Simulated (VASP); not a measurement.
Wanted: the native input for a VASP 6.6.1 run.

```
Task                   : relaxation of cell and atoms
Functional             : PBE
Potentials or basis    : VASP PAW PBE potentials, release 64 (W_sv)
Cutoff                 : 600 eV
k mesh                 : 16 × 16 × 16
Occupations            : methfessel-paxton, width 0.2 eV
Spin                   : no spin polarisation
Further INCAR settings : ALGO = Normal; EDIFF = 1e-06; IBRION = 2; EDIFFG = -0.01; NSW = 40; ISIF = 3
```

The structure of W lies in POSCAR:

```
W
1.0
   -1.5900000000      1.5900000000      1.5900000000
    1.5900000000     -1.5900000000      1.5900000000
    1.5900000000      1.5900000000     -1.5900000000
W
1
Direct
    0.0000000000      0.0000000000      0.0000000000
```

The cell was built by a generator and needn't be a form met in nature.

The input as run:

INCAR

```
  PREC = Accurate
  ENCUT = 600
  EDIFF = 1E-6
  ISMEAR = 1
  SIGMA = 0.2
  LREAL = F
  LASPH = T
  NELM = 100
  ALGO = Normal
  ISIF = 3
  LWAVE = F
  LCHARG = F
  GGA = PE
  IBRION = 2
  NSW = 40
  EDIFFG = -0.01
  KPAR = 4
```

KPOINTS

```
regular mesh
0
Gamma
  16 16 16
```

Potentials or basis: VASP PAW PBE potentials, release 64 (W_sv).

Run with:

```console
$ cat potpaw_PBE.64/W_sv/POTCAR > POTCAR
$ mpirun -np 4 vasp_std > vasp.out
```

It gave:

```json
{
  "Relaxed volume": "16.15 Å³/atom",
  "Relaxed cell": "a = 2.758 Å, b = 2.758 Å, c = 2.758 Å, α = 109.47°, β = 109.47°, γ = 109.47°",
  "Space group after relaxing (to 0.05 Å)": "Im-3m (No. 229)",
  "Energy gained by relaxing": "0.3 meV/atom",
  "Ionic steps": "3",
  "Pressure after relaxing": "0.0 GPa",
  "Band gap on the k mesh": "none (metal or under the smearing width)"
}
```

It took 32 s on 4 MPI ranks on Intel(R) Xeon(R) Platinum 8175M CPU @ 2.50GHz (Skylake/Cascade Lake) (shared host), peak memory 0.15 GiB a rank.
